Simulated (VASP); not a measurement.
# CdSi4O (F-43m) in VASP: further runs, part 2 of 2

VASP 6.6.1. Earlier steps stand in the parts before.

### 3 Relaxation of cell and atoms, LDA, target pressure 20 GPa, at which the enthalpy is minimised

INCAR

```
PREC     = Accurate       # precision mode
ENCUT    = 600            # plane-wave cutoff, eV
EDIFF    = 1E-6           # SCF threshold, eV
ISMEAR   = -1             # smearing method
SIGMA    = 0.05           # smearing width, eV
LREAL    = F              # projectors in reciprocal space
LASPH    = T              # aspherical terms in the spheres
NELM     = 80             # most SCF steps
ALGO     = Normal         # electronic algorithm
ISIF     = 3              # what is computed and relaxed
LWAVE    = F              # write WAVECAR
LCHARG   = F              # write CHGCAR
GGA      = CA             # functional
IBRION   = 2              # ionic algorithm
NSW      = 40             # ionic steps
EDIFFG   = -0.01          # ionic threshold
PSTRESS  = 200
```

KPOINTS

```
regular mesh
0
Gamma
  5 5 5
```

POSCAR

```
CdSi4O
1.0
    0.0000000000      3.6017500000      3.6017500000
    3.6017500000      0.0000000000      3.6017500000
    3.6017500000      3.6017500000      0.0000000000
Cd Si O
1 4 1
Direct
    0.5000000000      0.5000000000      0.5000000000
    0.8767200000      0.8767200000      0.3698400000
    0.8767200000      0.3698400000      0.8767200000
    0.8767200000      0.8767200000      0.8767200000
    0.3698400000      0.8767200000      0.8767200000
    0.2500000000      0.2500000000      0.2500000000
```

Potentials or basis: VASP PAW LDA potentials, release 64 (Cd, Si, O).

Launch:

```sh
cat potpaw_LDA.64/Cd/POTCAR potpaw_LDA.64/Si/POTCAR potpaw_LDA.64/O/POTCAR > POTCAR
mpirun -np 1 vasp_std > vasp.out
```

OUTCAR:

```text
PREC = Accurate
   ENCUT = 600
   EDIFF = 1E-6
   ISMEAR = -1
   LREAL = F
   LASPH = T
   NELM = 80
   ISIF = 3
   GGA = CA
   IBRION = 2
   NSW = 40
   EDIFFG = -0.01
   PSTRESS = 200

 ion  position               nearest neighbor table
   1  0.500  0.500  0.500-   3 2.99   4 2.99   5 2.99   4 2.99   4 2.99   5 2.99   2 2.99   2 2.99
                             5 2.99   2 2.99   3 2.99   3 2.99
   2  0.877  0.877  0.370-   3 2.51   4 2.51   5 2.51   4 2.58   3 2.58   5 2.58   1 2.99   1 2.99
                             1 2.99
   3  0.877  0.370  0.877-   2 2.51   4 2.51   5 2.51   2 2.58   4 2.58   5 2.58   1 2.99   1 2.99
                             1 2.99
   4  0.877  0.877  0.877-   2 2.51   3 2.51   5 2.51   2 2.58   3 2.58   5 2.58   1 2.99   1 2.99
                             1 2.99
   5  0.370  0.877  0.877-   2 2.51   3 2.51   4 2.51   4 2.58   2 2.58   3 2.58   1 2.99   1 2.99
                             1 2.99
   6  0.250  0.250  0.250-

  LATTYP: Found a face centered cubic cell.
 ALAT       =     7.2035000000

  Lattice vectors:

 A1 = (   0.0000000000,   3.6017500000,   3.6017500000)
 A2 = (   3.6017500000,   0.0000000000,   3.6017500000)
 A3 = (   3.6017500000,   3.6017500000,   0.0000000000)

Analysis of symmetry for initial positions (statically):
=====================================================================
 Subroutine PRICEL returns:
 Original cell was already a primitive cell.

 Routine SETGRP: Setting up the symmetry group for a
 face centered cubic supercell.

 Subroutine GETGRP returns: Found 24 space group operations
 (whereof 24 operations were pure point group operations)
 out of a pool of 48 trial point group operations.

The static configuration has the point symmetry T_d .

Analysis of symmetry for dynamics (positions and initial velocities):
=====================================================================
 Subroutine PRICEL returns:
 Original cell was already a primitive cell.

 Routine SETGRP: Setting up the symmetry group for a
 face centered cubic supercell.

 Subroutine GETGRP returns: Found 24 space group operations
 (whereof 24 operations were pure point group operations)
 out of a pool of 48 trial point group operations.

The dynamic configuration has the point symmetry T_d .

 Subroutine INISYM returns: Found 24 space group operations
 (whereof 24 operations are pure point group operations),
 and found     1 'primitive' translations

----------------------------------------------------------------------------------------

                                     Primitive cell

  volume of cell :      93.4481

  direct lattice vectors                    reciprocal lattice vectors
     0.000000000  3.601750000  3.601750000    -0.138821406  0.138821406  0.138821406
     3.601750000  0.000000000  3.601750000     0.138821406 -0.138821406  0.138821406
     3.601750000  3.601750000  0.000000000     0.138821406  0.138821406 -0.138821406

  length of vectors
     5.093643698  5.093643698  5.093643698     0.240445729  0.240445729  0.240445729

  position of ions in fractional coordinates (direct lattice)
     0.500000000  0.500000000  0.500000000
     0.876720000  0.876720000  0.369840000
     0.876720000  0.369840000  0.876720000
     0.876720000  0.876720000  0.876720000
     0.369840000  0.876720000  0.876720000
     0.250000000  0.250000000  0.250000000

  ion indices of the primitive-cell ions
   primitive index   ion index
                 1           1
                 2           2
                 3           3
                 4           4
                 5           5
[... 39 lines left out ...]
 -0.400000  0.400000  0.200000     24.000000
   k-points           NKPTS =     10   k-points in BZ     NKDIM =     10   number of bands    NBANDS=     21
   number of dos      NEDOS =    301   number of ions     NIONS =      6
   total plane-waves  NPLWV =  74088
   dimension x,y,z NGX =    42 NGY =   42 NGZ =   42
   dimension x,y,z NGXF=    84 NGYF=   84 NGZF=   84
   ions per type =               1   4   1
   NGX,Y,Z   is equivalent  to a cutoff of  13.71, 13.71, 13.71 a.u.
   NGXF,Y,Z  is equivalent  to a cutoff of  27.42, 27.42, 27.42 a.u.
 SYSTEM =  unknown system
   PREC   = accura    normal or accurate (medium, high low for compatibility)
   ISTART =      0    job   : 0-new  1-cont  2-samecut
   ICHARG =      2    charge: 1-file 2-atom 10-const
   ISPIN  =      1    spin polarized calculation?
   LNONCOLLINEAR =      F non collinear calculations
   LSORBIT =      F    spin-orbit coupling
   LASPH  =      T    aspherical Exc in radial PAW
   ENCUT  =  600.0 eV  44.10 Ry    6.64 a.u.  10.17 10.17 10.17*2*pi/ulx,y,z
   NELM   =     80;   NELMIN=  2; NELMDL= -5     # of ELM steps
   EDIFF  = 0.1E-05   stopping-criterion for ELM
   LREAL  =      F    real-space projection
   EDIFFG = -.1E-01   stopping-criterion for IOM
   NSW    =     40    number of steps for IOM
   IBRION =      2    ionic relax: 0-MD 1-quasi-New 2-CG
   NFREE  =      1    steps in history (QN), initial steepest desc. (CG)
   ISIF   =      3    stress and relaxation
   ISYM   =      2    0-nonsym 1-usesym 2-fastsym
   POTIM  = 0.5000    time-step for ionic-motion
   TEBEG  =    0.0;   TEEND  =   0.0 temperature during run
   PSTRESS=  200.0 pullay stress
   NELECT =      34.0000    total number of electrons
   NUPDOWN=      -1.0000    fix difference up-down
   EMIN   =  10.00;   EMAX   =-10.00  energy-range for DOS
   EFERMI =   0.00;   METHOD = LEGACY
   ISMEAR =    -1;   SIGMA  =   0.05  broadening in eV -4-tet -1-fermi 0-gaus
   EFERMI_NEDOS =   21; number of points for ismear=-14 and -15
   IALGO  =     38    algorithm
   IMIX   =      4    mixing-type and parameters
     AMIX     =   0.40;   BMIX     =  1.00
     AMIX_MAG =   1.60;   BMIX_MAG =  1.00
  volume/ion in A,a.u.               =      15.57       105.10
  Fermi-wavevector in a.u.,A,eV,Ry     =   1.168721  2.208563 18.584322  1.365909
  Thomas-Fermi vector in A             =   2.305204
   LORBIT       =      0    0 simple, 1 ext, 2 COOP (PROOUT), +10 PAW based schemes
   GGA     = CA    functional components
   LHFCALC =     F    Hartree Fock is set to
   AEXX    =    0.0000 exact exchange contribution
   IVDW    =     0    specifies the selected vdW correction
   LEPSILON=     F    determine dielectric tensor
   LRPA    =     F    only Hartree local field effects (RPA)
 conjugate gradient relaxation of ions
 non-spin polarized calculation
  energy-cutoff  :      600.00
  volume of cell :       93.45
 maximum number of plane-waves:      3130
 NGX is ok and might be reduce to    42
   NGX = 21   NGY = 21   NGZ = 21

--------------------------------------- Ionic step        1  -------------------------------------------

 number of electron      33.9999995 magnetization

 Free energy of the ion-electron system (eV)
  ---------------------------------------------------
  ext. energy  EPLUGINS =         0.00000000
  ---------------------------------------------------
  free energy    TOTEN  =       -27.84455956 eV

  energy without entropy =      -27.82851253  energy(sigma->0) =      -27.83653605

------------------------ aborting loop because EDIFF is reached ----------------------------------------

  FORCE on cell =-STRESS in cart. coord.  units (eV):
  Direction    XX          YY          ZZ          XY          YZ          ZX
  --------------------------------------------------------------------------------------
  -------------------------------------------------------------------------------------
  Total       -3.0251207     -3.0251207     -3.0251207      0.0000000      0.0000000      0.0000000
  in kB      -51.8659814    -51.8659814    -51.8659814      0.0000000      0.0000000      0.0000000
  external PRESSURE =    -251.8659814 kB  Pullay stress =     200.0000000 kB
[... 29 lines left out ...]
--------------------------------------- Ionic step        2  -------------------------------------------

 number of electron      34.0000001 magnetization

 E-fermi :  11.5279     XC(G=0): -12.7899

 val. band max:       11.1612693776   @ k =  -0.4000   0.4000   0.2000
 cond. band min:      11.5495520613   @ k =   0.4000   0.4000   0.0000
 fundamental gap:      0.3882826836
 Fermi energy:        11.5278714607

 k-point     1 :       0.0000    0.0000    0.0000
  band No.  band energies     occupation
      1      -7.1519      2.00000
      2      -3.0289      2.00000
      3       0.7756      2.00000
      4       0.7756      2.00000
      5       0.7756      2.00000
      6       1.0091      2.00000
[... 438 lines left out ...]
--------------------------------------- Ionic step        7  -------------------------------------------

 number of electron      34.0000000 magnetization

 Free energy of the ion-electron system (eV)
  ---------------------------------------------------
  ext. energy  EPLUGINS =         0.00000000
  ---------------------------------------------------
  free energy    TOTEN  =       -27.30490012 eV

  energy without entropy =      -27.29236072  energy(sigma->0) =      -27.29863042

 E-fermi :   9.0100     XC(G=0): -11.9494

 val. band max:        8.7253148068   @ k =  -0.4000   0.4000   0.2000
 cond. band min:       9.0846714617   @ k =   0.4000   0.0000   0.0000
 fundamental gap:      0.3593566549
 Fermi energy:         9.0100127597

 k-point     1 :       0.0000    0.0000    0.0000
  band No.  band energies     occupation
      1      -8.1999      2.00000
      2      -4.6282      2.00000
      3      -0.7908      2.00000
      4      -0.7908      2.00000
      5      -0.7908      2.00000
      6      -0.6746      2.00000
[... 266 lines left out ...]
  energy  without entropy=      -27.2923607151  energy(sigma->0) =      -27.29863042

  enthalpy is  TOTEN    =       -17.7545646923 eV   P V=        9.5503354258

 reached required accuracy - stopping structural energy minimisation
```

It took 2.2 min on 1 thread of Intel Xeon Platinum 8259CL at 2.50GHz (Skylake/Cascade Lake), shared host; peak memory 0.23 GiB.

What came out:

```yaml
Free_energy: -27.3049 eV
Relaxed_volume: 12.75 Å³/atom
Relaxed_cell: a = 4.765 Å, b = 4.765 Å, c = 4.765 Å, α = 60.00°, β = 60.00°, γ = 60.00°
Space_group_after_relaxing_to_0.05_Å: F-43m (No. 216)
Energy_change_on_relaxing_the_enthalpy_is_what_falls: +89.9 meV/atom
Ionic_steps: 7
Pressure_after_relaxing: 20.0 GPa
Band_gap_on_the_k_mesh: none (metal or under the smearing width)
```

Step by step:
```csv
step,energy change (eV),largest force (eV/Å),pressure (GPa),volume (Å³)
1,0.0000,0.0650,-5.19,93.45
2,3.6894,0.2508,67.94,64.09
3,0.4821,0.0142,18.84,76.98
4,0.5283,0.0182,19.77,76.60
5,0.5679,0.0217,20.55,76.28
6,0.5128,0.0214,19.46,76.72
7,0.5397,0.0004,20.00,76.51
```

Final structure:
```xyz
6
Lattice="0.0000 3.3694 3.3694 3.3694 0.0000 3.3694 3.3694 3.3694 0.0000" Properties=species:S:1:pos:R:3 pbc="T T T"
Cd    3.3694    3.3694    3.3694
Si    4.1996    4.1996    5.9086
Si    4.1996    5.9086    4.1996
Si    5.9086    5.9086    5.9086
Si    5.9086    4.1996    4.1996
O     1.6847    1.6847    1.6847
```

Levels at points of the mesh, in eV from the Fermi level:
| k point | band 13 | band 14 | band 15 | band 16 | band 17 | band 18 | band 19 | band 20 | band 21 |
| --- | --- | --- | --- | --- | --- | --- | --- | --- | --- |
| (0.00, 0.00, 0.00) | -4.55 | -4.55 | -2.42 | -2.42 | -2.42 | -1.66 | -0.94 | -0.94 | 4.30 |

Caveat: the cell is relaxed towards a set pressure, so the enthalpy falls and the energy may rise; the volume moved by over 15 % at a fixed basis, so the end points are rough.

### 4 Relaxation of cell and atoms, LDA, target pressure 30 GPa, at which the enthalpy is minimised

INCAR, as its differences from that of step 3:

```diff
@@ -16,2 +16,2 @@
 EDIFFG   = -0.01          # ionic threshold
-PSTRESS  = 200
+PSTRESS  = 300
```

KPOINTS is that of step 3.

POSCAR is that of step 3.

Launch:

```sh
cat potpaw_LDA.64/Cd/POTCAR potpaw_LDA.64/Si/POTCAR potpaw_LDA.64/O/POTCAR > POTCAR
mpirun -np 1 vasp_std > vasp.out
```

Wall time 2.5 min (1 thread of Intel Xeon Platinum 8259CL at 2.50GHz (Skylake/Cascade Lake), shared host); peak memory 0.23 GiB.

It converged, with:

```yaml
Free_energy: -26.7462 eV
Relaxed_volume: 12.15 Å³/atom
Relaxed_cell: a = 4.689 Å, b = 4.689 Å, c = 4.689 Å, α = 60.00°, β = 60.00°, γ = 60.00°
Space_group_after_relaxing_to_0.05_Å: F-43m (No. 216)
Energy_change_on_relaxing_the_enthalpy_is_what_falls: +183.1 meV/atom
Ionic_steps: 7
Pressure_after_relaxing: 30.1 GPa
Band_gap_on_the_k_mesh: none (metal or under the smearing width)
```

Step by step:
```
step  energy change (eV)  largest force (eV/Å)  pressure (GPa)  volume (Å³)
   1              0.0000                0.0650           -5.19        93.45
   2              9.9485                0.5433          148.47        54.40
   3              0.8705                0.0151           26.13        74.20
   4              1.0300                0.0246           28.90        73.27
   5              1.0982                0.0287           30.05        72.90
   6              1.0986                0.0335           30.06        72.90
   7              1.0984                0.0004           30.08        72.90
```

Final structure:
```yaml
crystal:
  lattice:
    - [0.00000, 3.31565, 3.31565]
    - [3.31565, 0.00000, 3.31565]
    - [3.31565, 3.31565, 0.00000]
  atoms:
    - { symbol: Cd, position: [0.50000, 0.50000, 0.50000] }
    - { symbol: Si, position: [0.87676, 0.87676, 0.36971] }
    - { symbol: Si, position: [0.87676, 0.36971, 0.87676] }
    - { symbol: Si, position: [0.87676, 0.87676, 0.87676] }
    - { symbol: Si, position: [0.36971, 0.87676, 0.87676] }
    - { symbol: O, position: [0.25000, 0.25000, 0.25000] }
```

Levels at points of the mesh, in eV from the Fermi level:
```csv
k point,band 15,band 16,band 17,band 18,band 19,band 20
"(0.00, 0.00, 0.00)",-2.60,-2.60,-2.60,-1.73,-0.95,-0.95
```

Caveat: the cell is relaxed towards a set pressure, so the enthalpy falls and the energy may rise; the volume moved by over 15 % at a fixed basis, so the end points are rough.

### 5 Relaxation of cell and atoms, LDA

INCAR, as its differences from that of step 4:

```diff
@@ -16,2 +16,2 @@
 EDIFFG   = -0.01          # ionic threshold
-PSTRESS  = 300
+PSTRESS  = 0
```

KPOINTS is that of step 4.

POSCAR is that of step 4.

Launch:

```sh
cat potpaw_LDA.64/Cd/POTCAR potpaw_LDA.64/Si/POTCAR potpaw_LDA.64/O/POTCAR > POTCAR
mpirun -np 1 vasp_std > vasp.out
```

Run time: 79 s. Hardware: 1 thread of Intel Xeon Platinum 8259CL at 2.50GHz (Skylake/Cascade Lake), shared host; peak memory 0.23 GiB.

It converged, with:

| Property | Result |
| --- | --- |
| Free energy | -27.9367 eV |
| Relaxed volume | 14.68 Å³/atom |
| Relaxed cell | a = 4.994 Å, b = 4.994 Å, c = 4.994 Å, α = 60.00°, β = 60.00°, γ = 60.00° |
| Space group after relaxing (to 0.05 Å) | F-43m (No. 216) |
| Energy gained by relaxing | 15.4 meV/atom |
| Ionic steps | 3 |
| Pressure after relaxing | 0.0 GPa |
| Band gap on the k mesh | none (metal or under the smearing width) |

Forces on the atoms (eV/Å):
```
Cd   0.000  0.000  0.000
Si  -0.001 -0.001  0.001
Si  -0.001  0.001 -0.001
Si   0.001  0.001  0.001
Si   0.001 -0.001 -0.001
O    0.000  0.000  0.000
```

Step by step:
| step | energy change (eV) | largest force (eV/Å) | pressure (GPa) | volume (Å³) |
| --- | --- | --- | --- | --- |
| 1 | 0.0000 | 0.0650 | -5.19 | 93.45 |
| 2 | -0.0859 | 0.0189 | 1.55 | 86.79 |
| 3 | -0.0921 | 0.0020 | 0.01 | 88.08 |

Final structure:
```cif
data_structure
_symmetry_space_group_name_H-M 'P 1'
_symmetry_Int_Tables_number 1
_cell_length_a 4.9942
_cell_length_b 4.9942
_cell_length_c 4.9942
_cell_angle_alpha 60.000
_cell_angle_beta 60.000
_cell_angle_gamma 60.000
_cell_volume 88.08
loop_
_atom_site_label
_atom_site_type_symbol
_atom_site_fract_x
_atom_site_fract_y
_atom_site_fract_z
_atom_site_occupancy
Cd1 Cd 0.50000 0.50000 0.50000 1
Si1 Si 0.87692 0.87692 0.36924 1
Si2 Si 0.87692 0.36924 0.87692 1
Si3 Si 0.87692 0.87692 0.87692 1
Si4 Si 0.36924 0.87692 0.87692 1
O1 O 0.25000 0.25000 0.25000 1
```

Levels at points of the mesh, in eV from the Fermi level:
```csv
k point,band 15,band 16,band 17,band 18,band 19,band 20
"(0.00, 0.00, 0.00)",-1.86,-1.86,-1.86,-1.43,-0.82,-0.82
```

### 6 Summary

| cell | target pressure | gap on the mesh (eV) | pressure (GPa) |
| --- | --- | --- | --- |
| relaxed to 10 GPa | 10 GPa | none | 10.0 |
| relaxed to 20 GPa | 20 GPa | none | 20.0 |
| relaxed to 30 GPa | 30 GPa | none | 30.1 |
| relaxed | - | none | 0.0 |

Alike in all rows: task relaxation of cell and atoms; level LDA; potentials or basis VASP PAW LDA potentials, release 64 (Cd, Si, O); no spin polarisation; k mesh 5 × 5 × 5; cutoff (eV) 600; smearing fermi-dirac 0.05 eV.

Caveats: the cell is relaxed towards a set pressure, so the enthalpy falls and the energy may rise (some runs); the volume moved by over 15 % at a fixed basis, so the end points are rough (some runs).

Absolute energies hang on the potentials; compare differences alone.
